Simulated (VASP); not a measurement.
An input for Ansatz (written as the equivalent of a VASP run, and not itself run):

Ansatz 0.2 input:
```yaml
crystal:
  lattice:
    - [3.6873315, 0.0000000, 0.0000000]
    - [-1.8436658, 3.1933228, 0.0000000]
    - [0.0000000, 0.0000000, 6.2752642]
  atoms:
    - { symbol: Ti, position: [1.0000000, 0.0000000, 1.0000000] }
    - { symbol: Te, position: [0.6666670, 0.3333330, 0.7302224] }
    - { symbol: Te, position: [0.3333330, 0.6666670, 0.2697776] }
kpoints:
  mp_grid: { grid: [9, 9, 5] }
hamiltonian:
  xc: lda
  pseudopotentials: { kind: paw }
scf:
  occupations: { method: methfessel_paxton, width: 0.1 }
  max_iter: 100
relax:
  max_steps: 60
  f_tol: 0.02
  cell: {}
output: { forces: true, stress: true, eigenvalues: true }
```

Translate this input to VASP (INCAR, KPOINTS, POSCAR, choice of POTCAR).

This is not unique; one that fits is 
POSCAR:
```
TiTe2
1
    3.6873315393     0.0000000000     0.0000000000
   -1.8436657696     3.1933227768     0.0000000000
   -0.0000000000    -0.0000000000     6.2752641946
Ti Te
1 2
Direct
  1.0000000000   0.0000000000   1.0000000000
  0.6666670000   0.3333330000   0.7302224267
  0.3333330000   0.6666670000   0.2697775733
```

KPOINTS:
```
Automatic mesh
0
Gamma
9 9 5
0 0 0
```

### INCAR
```
! general
SYSTEM  = TiTe2
PREC    = Accurate
ENCUT   = 400
LREAL   = .False.
LASPH   = .True.

! electronic loop
EDIFF   = 1E-6
NELM    = 100
ALGO    = Normal
LMAXMIX = 4

! smearing
ISMEAR  = 1
SIGMA   = 0.1

! ions
IBRION  = 2
NSW     = 60
ISIF    = 3
EDIFFG  = -0.02

! output
LWAVE   = .False.
LCHARG  = .False.
```

POTCAR, in this order: Ti_sv Te (LDA.64 set). Program: vasp_std.

The two are equivalent in intent, not identical: each code has its own PAW files, so the cut-off isn't converted (ENCUT is set for VASP's; basis.ecutwfc is left out, and Ansatz then takes the one that its files recommend); Ansatz stops its SCF on the density residual and VASP on the energy change (EDIFF); Ansatz's lda is the Perdew-Wang form, while the LDA potentials of VASP carry Perdew-Zunger's.

The structure comes from a computed database's TiTe2 entry (P-3m1); how it stands against other phases isn't given here. This run relaxes it. Symmetry was kept, so distortions that lower it aren't found. The start is the result of an earlier pass.
